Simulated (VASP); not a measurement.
Input for VASP

POSCAR:
```
MgSe
2.7742870
  0.0000000000   0.9999999381   0.9999999381
  0.9999999381   0.0000000000   0.9999999381
  0.9999999381   0.9999999381   0.0000000000
Mg Se
1 1
Cartesian
  0.0000000000   0.0000000000   0.0000000000
  0.9999999381   0.9999999381   0.9999999381
```

File KPOINTS:
```
Automatic mesh
0
Gamma
8 8 8
0 0 0
```

INCAR:
```
AGGAC  =  0.0
ALGO  =  Normal
EDIFF  =  1E-7
ENCUT  =  520
GGA  =  ML
ISIF  =  2
ISMEAR  =  0
LASPH  =  .TRUE.
LCHARG  =  .FALSE.
LMAXMIX  =  4
LREAL  =  .FALSE.
LUSE_VDW  =  .TRUE.
LWAVE  =  .FALSE.
NELM  =  100
PREC  =  Accurate
SIGMA  =  0.05
SYSTEM  =  MgSe
ZAB_VDW  =  -1.8867
```

POTCAR, in this order: Mg Se (PBE.64 set). Program: vasp_std.

Q: Translate this vdW-DF2 calculation to Quantum ESPRESSO's pw.x.

A: One equivalent input (not run):
```
&CONTROL
  calculation = 'scf'
  pseudo_dir = './pseudo'
  outdir = './out'
  tprnfor = .true.
  tstress = .true.
/
&SYSTEM
  ibrav = 0
  nat = 2
  ntyp = 2
  ecutwfc = 86
  occupations = 'smearing'
  smearing = 'gaussian'
  degauss = 0.003675
  input_dft = 'vdw-df2'
/
&ELECTRONS
  conv_thr = 7.3e-09
  electron_maxstep = 100
/
ATOMIC_SPECIES
  Mg 24.305 Mg.upf
  Se 78.971 Se.upf
CELL_PARAMETERS angstrom
     0.0000000    2.7742868    2.7742868
     2.7742868    0.0000000    2.7742868
     2.7742868    2.7742868    0.0000000
ATOMIC_POSITIONS crystal
  Mg   0.0000000  0.0000000  0.0000000
  Se   0.5000000  0.5000000  0.5000000
K_POINTS automatic
  8 8 8 0 0 0
```
The two are equivalent in intent, not identical: the potentials are each code's own (VASP's PAW set, PseudoDojo norm-conserving files in pw.x), so ENCUT and ecutwfc are chosen apart and not converted; conv_thr bounds pw.x's estimated SCF error, while EDIFF bounds the energy change between steps.

The compound is MgSe in the rock salt structure. This cell is one point of a volume scan, at 0.97 of the reference volume.
